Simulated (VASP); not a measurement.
SrMg (space group Pm-3m): computed properties

Method: r2SCAN+rVV10, VASP's PBE PAW potentials (set 64) (plane waves; VASP).

| Property | Value |
|---|---|
| space group | Pm-3m (221) |
| cell | a = 4.1750 Å, b = 4.1750 Å, c = 4.1750 Å, α = 90.00°, β = 90.00°, γ = 90.00° |
| volume per atom | 36.39 Å^3/atom |
| band gap (over mesh and band path) | none (metal, semimetal or under 0.01 eV) |
| band gap with spin-orbit coupling | none (metallic) |
| density | 2.55 g/cm³ |

```yaml
crystal:
  lattice:
    - [4.17500, 0.00000, 0.00000]
    - [0.00000, 4.17500, 0.00000]
    - [0.00000, 0.00000, 4.17500]
  atoms:
    - { symbol: Mg, position: [0.00000, 0.00000, 0.00000] }
    - { symbol: Sr, position: [0.50000, 0.50000, 0.50000] }
```

The structure comes from a measured SrMg entry (Pm-3m) of the Crystallography Open Database, whose conditions weren't checked. It was relaxed first, which changed the volume by +23 %. Symmetry was kept, so distortions that lower it aren't found.
